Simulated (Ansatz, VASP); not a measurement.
## Two plane-wave programs on Rb3TeBr

```
Br Te Rb
1.0
     7.46000    0.00000    0.00000
     0.00000    7.46000    0.00000
     0.00000    0.00000    7.46000
Br Te Rb
1 1 3
Direct
  0.00000 0.00000 0.00000
  0.50000 0.50000 0.50000
  0.50000 0.50000 0.00000
  0.50000 0.00000 0.50000
  0.00000 0.50000 0.50000
```

The cell comes from a database or a generator and needn't be the stable form of this composition.

Alike in both runs: task single point; functional LDA; k mesh 4 × 4 × 4; occupations gaussian, width 0.05 eV; no spin polarisation.

|  | VASP | Ansatz |
| --- | --- | --- |
| version | VASP 6.6.1 | Ansatz 0.2.0 |
| potentials or method | VASP PAW LDA potentials, release 64 (Br, Te, Rb_sv) | scalar-relativistic, plane waves, PAW |
| plane-wave cutoff (eV) | 520 | 420 |
| valence electrons in the cell | 40 | 50 |

|  | VASP | Ansatz | Ansatz less VASP |
| --- | --- | --- | --- |
| gap on the k mesh at the Fermi level (eV) | 1.43 | 1.42 | -0.007 |
| least direct gap on the mesh (eV) | 1.43 | 1.42 | -0.007 |
| pressure (GPa) | -1.5 | -1.5 | -0.01 |

The two sets of potentials don't hold the same shells in valence.

Caveats: spin-orbit coupling is left out, which moves the levels of the heavy elements. A k mesh can miss the band edges. A hybrid or GW would open this gap; LDA tends to underestimate it.
